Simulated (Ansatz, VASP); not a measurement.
# Cross-check of MnSe between VASP and Ansatz, part 2 of 2

Aim: how closely do two programs agree when they are given the same cell, functional and k mesh? The cell is taken from a series of runs on this material, whose earlier steps may have relaxed, scaled, displaced or heated it; both programs get it as it stands.

VASP 6.6.1 and Ansatz 0.2.0.

So far: The structure; Ansatz: relaxation of cell and atoms, PBEsol.

### 3. VASP: relaxation of cell and atoms, PBEsol

Level of this step: PBEsol, spin-polarised from an antiferromagnetic start; plane waves and PAW (Mn_pv, Se) (VASP).

The same cell, functional, mesh and smearing now go to VASP, with its own data sets.

Lines of VASP's logs that name or quote its potential files are left out, and so is its time.

File INCAR:

```
SYSTEM = MnSe
PREC = Accurate
ENCUT = 500
EDIFF = 1E-07
NELM = 200
ISMEAR = 0
SIGMA = 0.02
LREAL = .FALSE.
ALGO = Normal
GGA = PS
NBANDS = 27
ISPIN = 2
MAGMOM = -3.88 3.88 0 -0
LASPH = .TRUE.
LMAXMIX = 4
LORBIT = 11
LWAVE = .FALSE.
LCHARG = .FALSE.
ISIF = 3
IBRION = 2
NSW = 80
EDIFFG = -0.005
GGA_COMPAT = .FALSE.
NELMIN = 4
KPAR = 2
```

File POSCAR:

```
MnSe
1.0
    2.8753540000     -2.8753540000      0.0000000000
   -2.8753540000     -2.8753540000      0.0000000000
    0.0000000000      0.0000000000     -5.5614350000
Mn Se
2 2
Direct
    0.5000000000      0.5000000000      0.5000000899
    0.0000000000      0.0000000000      0.0000000000
    0.5000000000      0.0000000000      0.2500000450
    0.0000000000      0.5000000000      0.7499999550
```

File KPOINTS:

```
Automatic mesh
0
Gamma
8 8 6
0 0 0
```

The projector-augmented-wave data sets are Mn_pv and Se (PBE family, release 64).

Run with:

```bash
mpirun -np 2 vasp_std
```

Numbers of over 12 decimals in the logs are rounded to 6 here.

The program printed:

```text
[banner, memory and clock lines left out]
running    2 mpi-ranks, on    1 nodes
 distrk:  each k-point on    1 cores,    2 groups
 distr:  one band on    1 cores,    1 groups

 POSCAR found type information on POSCAR MnSe
 POSCAR found :  2 types and       4 ions
|                                                                             |
|               ----> ADVICE to this user running VASP <----                  |
|                                                                             |
|     You enforced a specific xc type in the INCAR file but a different       |
|     [... a line on the potential file left out ...]
|     I HOPE YOU KNOW WHAT YOU ARE DOING!                                     |
|                                                                             |

 LDA part: xc-table for (Slater+PW92), standard interpolation
 POSCAR, INCAR and KPOINTS ok, starting setup
 FFT: planning ... GRIDC
 FFT: planning ... GRID_SOFT
 FFT: planning ... GRID
 WAVECAR not read
 entering main loop
       N       E                     dE             d eps       ncg     rms          rms(c)
DAV:   1     0.341362432750E+03    0.34136E+03   -0.20531E+04  7344   0.138E+03
DAV:   2    -0.417938038992E+01   -0.34554E+03   -0.33425E+03  6587   0.379E+02
DAV:   3    -0.297101395623E+02   -0.25531E+02   -0.25072E+02  7534   0.107E+02
DAV:   4    -0.303564612942E+02   -0.64632E+00   -0.64452E+00  7379   0.166E+01
DAV:   5    -0.303647592083E+02   -0.82979E-02   -0.82958E-02  7457   0.226E+00    0.138E+01
DAV:   6    -0.287571551117E+02    0.16076E+01   -0.22460E+01  7277   0.462E+01    0.142E+01
DAV:   7    -0.283290158758E+02    0.42814E+00   -0.43996E+00  7106   0.232E+01    0.701E+00
DAV:   8    -0.283487776757E+02   -0.19762E-01   -0.30077E-01  7805   0.316E+00    0.379E+00
DAV:   9    -0.283267131034E+02    0.22065E-01   -0.63830E-02  7192   0.267E+00    0.707E-01
DAV:  10    -0.283323135870E+02   -0.56005E-02   -0.28527E-02  7447   0.142E+00    0.286E-01
DAV:  11    -0.283333940812E+02   -0.10805E-02   -0.22579E-03  7082   0.321E-01    0.111E-01
DAV:  12    -0.283334113808E+02   -0.17300E-04   -0.58517E-04  7359   0.108E-01    0.749E-02
DAV:  13    -0.283334324226E+02   -0.21042E-04   -0.69475E-05  7136   0.633E-02    0.345E-02
DAV:  14    -0.283334360339E+02   -0.36113E-05   -0.24380E-05  7137   0.597E-02    0.200E-02
DAV:  15    -0.283334402359E+02   -0.42019E-05   -0.65664E-06  6852   0.265E-02    0.436E-03
DAV:  16    -0.283334401052E+02    0.13073E-06   -0.10588E-06  7305   0.734E-03    0.199E-03
DAV:  17    -0.283334402708E+02   -0.16567E-06   -0.13339E-07  3956   0.296E-03    0.617E-04
DAV:  18    -0.283334403217E+02   -0.50846E-07   -0.37008E-08  3856   0.105E-03
   1 F= -.28333440E+02 E0= -.28333440E+02  d E =-.283334E+02  mag=     0.0000
 curvature:   0.00 expect dE= 0.000E+00 dE for cont linesearch  0.000E+00
 trial: gam= 0.00000 g(F)=  0.274E-58 g(S)=  0.131E-03 ort = 0.000E+00 (trialstep = 0.100E+01)
 search vector abs. value=  0.131E-03
 bond charge predicted
       N       E                     dE             d eps       ncg     rms          rms(c)
DAV:   1    -0.283363024693E+02   -0.28622E-02   -0.43462E-02  6961   0.247E+00    0.509E-01
DAV:   2    -0.283338917354E+02    0.24107E-02   -0.17859E-02  7003   0.169E+00    0.494E-01
DAV:   3    -0.283335997421E+02    0.29199E-03   -0.10263E-03  6868   0.418E-01    0.812E-02
DAV:   4    -0.283335196784E+02    0.80064E-04   -0.37958E-04  7616   0.149E-01    0.497E-02
DAV:   5    -0.283335011755E+02    0.18503E-04   -0.11116E-04  6948   0.840E-02    0.290E-02
DAV:   6    -0.283334993576E+02    0.18179E-05   -0.88704E-06  7238   0.194E-02    0.906E-03
DAV:   7    -0.283334992476E+02    0.10993E-06   -0.19033E-06  6885   0.118E-02    0.321E-03
DAV:   8    -0.283334994902E+02   -0.24259E-06   -0.18565E-07  5190   0.317E-03    0.115E-03
DAV:   9    -0.283334995846E+02   -0.94402E-07   -0.38783E-08  3447   0.118E-03
   2 F= -.28333500E+02 E0= -.28333500E+02  d E =-.592630E-04  mag=     0.0000
 trial-energy change:   -0.000059  1 .order   -0.000061   -0.000131    0.000008
 step:   0.9370(harm=  0.9421)  dis= 0.00000  next Energy=   -28.333500 (dE=-0.595E-04)
 reached required accuracy - stopping structural energy minimisation
```

From OUTCAR (step 3):

```text
ion  position               nearest neighbor table
   1  0.500  0.500  0.500-   4 2.46   4 2.46   3 2.46   3 2.46
   2  0.000  0.000  0.000-   3 2.46   4 2.46   4 2.46   3 2.46
   3  0.500  0.000  0.250-   1 2.46   1 2.46   2 2.46   2 2.46
   4  0.000  0.500  0.750-   1 2.46   1 2.46   2 2.46   2 2.46

  LATTYP: Found a simple tetragonal cell.
 ALAT       =     4.0663646234
 C/A-ratio  =     1.3676675643

 Subroutine GETGRP returns: Found  8 space group operations
 (whereof  8 operations were pure point group operations)

The static configuration has the point symmetry D_2d.

 Found     60 irreducible k-points:

   k-points           NKPTS =     60   k-points in BZ     NKDIM =     60   number of bands    NBANDS=     27

   dimension x,y,z NGX =    30 NGY =   30 NGZ =   42
   dimension x,y,z NGXF=    60 NGYF=   60 NGZF=   84

   ENCUT  =  500.0 eV  36.75 Ry    6.06 a.u.   7.41  7.41 10.14*2*pi/ulx,y,z

   NELECT =      38.0000    total number of electrons

 k-points in reciprocal lattice and weights: Automatic mesh
   0.00000000  0.00000000  0.00000000       0.003
   0.12500000  0.00000000  0.00000000       0.010
   0.25000000  0.00000000  0.00000000       0.010
   0.37500000  0.00000000  0.00000000       0.010
   0.50000000  0.00000000  0.00000000       0.005
   0.12500000  0.12500000  0.00000000       0.010
   0.25000000  0.12500000  0.00000000       0.021
   0.37500000  0.12500000  0.00000000       0.021
   0.50000000  0.12500000  0.00000000       0.010
[...]
0.50000000  0.37500000  0.50000000       0.010
   0.50000000  0.50000000  0.50000000       0.003

 average (electrostatic) potential at core
       1 -70.7081       2 -70.7081       3 -54.2813       4 -54.2814

 E-fermi :   3.5814

 spin component 1
 k-point     1 :       0.0000    0.0000    0.0000
  band No.  band energies     occupation
    ...
     15       1.2639      1.00000
     16       1.4636      1.00000
     17       2.6361      1.00000
     18       3.2786      1.00000
     19       3.2786      1.00000
     20       4.7847      0.00000
     21       5.0047      0.00000
     22       5.5201      0.00000
     23       6.0518      0.00000
     24       6.6792      0.00000
    ...

 k-point     2 :       0.1250    0.0000    0.0000
  band No.  band energies     occupation
    ...
     15       1.3848      1.00000
     16       1.4663      1.00000
     17       2.5494      1.00000
     18       3.0336      1.00000
     19       3.2399      1.00000
     20       4.8861      0.00000
     21       5.0387      0.00000
     22       5.6281      0.00000
     23       6.0904      0.00000
     24       6.6294      0.00000
    ...

 k-point     3 :       0.2500    0.0000    0.0000
  band No.  band energies     occupation
    ...
     15       1.4137      1.00000
     16       1.6190      1.00000
     17       2.3163      1.00000
     18       2.7853      1.00000
     19       3.1348      1.00000
     20       4.9649      0.00000
     21       5.1560      0.00000
     22       5.4552      0.00000
     23       5.8724      0.00000
     24       6.4667      0.00000
    ...

 k-point     4 :       0.3750    0.0000    0.0000
  band No.  band energies     occupation
    ...
     15       1.3163      1.00000
     16       1.8376      1.00000
     17       2.1381      1.00000
     18       2.5978      1.00000
     19       3.0057      1.00000
     20       4.9719      0.00000
     21       5.2781      0.00000
     22       5.3644      0.00000
     23       5.4737      0.00000
     24       6.2021      0.00000
    ...

 k-point     5 :       0.5000    0.0000    0.0000
  band No.  band energies     occupation
    ...
     15       1.2705      1.00000
     16       1.9335      1.00000
     17       2.0433      1.00000
     18       2.5244      1.00000
     19       2.9405      1.00000
     20       4.9495      0.00000
     21       5.2437      0.00000
     22       5.3114      0.00000
     23       5.5329      0.00000
     24       6.0072      0.00000
    ...

 k-point     6 :       0.1250    0.1250    0.0000
  band No.  band energies     occupation
    ...
     15       1.3174      1.00000
     16       1.5275      1.00000
     17       2.5067      1.00000
     18       2.8667      1.00000
     19       3.1234      1.00000
     20       4.8316      0.00000
     21       5.1416      0.00000
     22       5.8445      0.00000
     23       5.9254      0.00000
     24       6.3275      0.00000
    ...

  Total        0.0001814      0.0001814     -0.0164444      0.0000000     -0.0000000      0.0000000
  in kB        0.0031537      0.0031537     -0.2858944      0.0000000     -0.0000000      0.0000000
  external PRESSURE =      -0.0931957 kB  Pullay stress =       0.0000000 kB

  energy-cutoff  :      500.00
  volume of cell :       92.16
      direct lattice vectors                 reciprocal lattice vectors
     2.877688398 -2.877688398  0.000000000     0.173750570 -0.173750570  0.000000000
    -2.877688398 -2.877688398 -0.000000000    -0.173750570 -0.173750570  0.000000000
     0.000000000 -0.000000000 -5.564248092     0.000000000 -0.000000000 -0.179718802

 POSITION                                       TOTAL-FORCE (eV/Angst)
 -----------------------------------------------------------------------------------
      0.00000     -2.87769     -2.78212         0.000000     -0.000000      0.000000
      0.00000     -5.75538      0.00000        -0.000000     -0.000000      0.000000
      1.43884     -1.43884     -1.39106        -0.000000      0.000000      0.000000
     -1.43884     -1.43884     -4.17319        -0.000000      0.000000      0.000000
 -----------------------------------------------------------------------------------
    total drift:                               -0.000000     -0.000000      0.000396

  FREE ENERGIE OF THE ION-ELECTRON SYSTEM (eV)
  ---------------------------------------------------
  free  energy   TOTEN  =       -28.3334995846 eV

  energy  without entropy=      -28.3334995846  energy(sigma->0) =      -28.33349958

 reached required accuracy - stopping structural energy minimisation

 total charge
# of ion       s       p       d       tot
------------------------------------------
    1        0.277   6.219   4.976  11.472
    2        0.277   6.219   4.976  11.472
    3        1.433   2.453   0.043   3.928
    4        1.433   2.453   0.043   3.928
--------------------------------------------------
tot          3.420  17.343  10.039  30.802

 magnetization (x)
# of ion       s       p       d       tot
------------------------------------------
    1       -0.028  -0.045  -3.934  -4.007
    2        0.028   0.045   3.934   4.007
    3        0.000   0.000   0.000   0.000
    4        0.000   0.000   0.000   0.000
--------------------------------------------------
tot          0.000   0.000   0.000   0.000

[... 4 further parts left out ...]
```

CONTCAR:

```
MnSe
   1.00000000000000
     2.8776883976665228   -2.8776883976665228    0.0000000000000000
    -2.8776883976665228   -2.8776883976665228   -0.0000000000000000
     0.0000000000000000   -0.0000000000000000   -5.5642480924711304
  Mn              Se
     2     2
Direct
     0.5000000000000000    0.5000000000000000    0.5000000898999986
     1.0000000000000000    1.0000000000000000    0.0000000000000000
     0.5000000000000000    0.0000000000000000    0.2500000450000002
     0.0000000000000000    0.5000000000000000    0.7499999549999998
```

### 4. Side by side

Known differences besides the potentials themselves: VASP starts from the moments at which Ansatz ended; the data sets hold 62 valence electrons in Ansatz (on its PAW soft_1 files) and 38 in VASP; the cutoff is 420 eV in Ansatz and 500 eV in VASP; Ansatz makes its cores anew for this functional, VASP keeps those of its PBE data sets; Ansatz adds a Pulay correction to the stress that steers its cell, VASP none; site moments are counted in spheres of each program's own size. Total energies have different zeros and are not compared.

Both answers:

```
                                         quantity  Ansatz   VASP  difference
                                      volume (Å³)   91.92  92.16     -0.25 %
edge a after relaxation, in the typed setting (Å)   4.070  4.070     +0.01 %
edge c after relaxation, in the typed setting (Å)   5.549  5.564     -0.28 %
                               moment on Mn1 (μB)   -3.88  -4.01       +0.13
                               moment on Mn2 (μB)    3.88   4.01       -0.13
```

### 5. What came out

| Item | Value |
| --- | --- |
| difference in edge c after relaxation, in the typed setting (relaxation of cell and atoms, PBEsol) | -0.28 % |

In words: The difference in edge c after relaxation, in the typed setting is -0.28 % (relaxation of cell and atoms, PBEsol), within the 1.2 % picked in this series as the mark of a large difference, as far as the stopping tolerances let one tell. The data sets hold unlike numbers of valence electrons (62 in Ansatz and 38 in VASP), so part of the differences comes from the potentials. How closely two codes agree says nothing of how well the functional describes the real material.

[Lines on the potential files, build, host, timing and source positions are cut from VASP's logs without a mark.]

[Logs are printed without paths, hosts, clocks, repeated set-up lines and the standing remarks that a program may print on its own settings, such as how far it seeks lower states.]

[Hosts, paths, dates, database ids (printed as entryN), source tags and the programs' standing remarks are cut or masked in the printed files.]
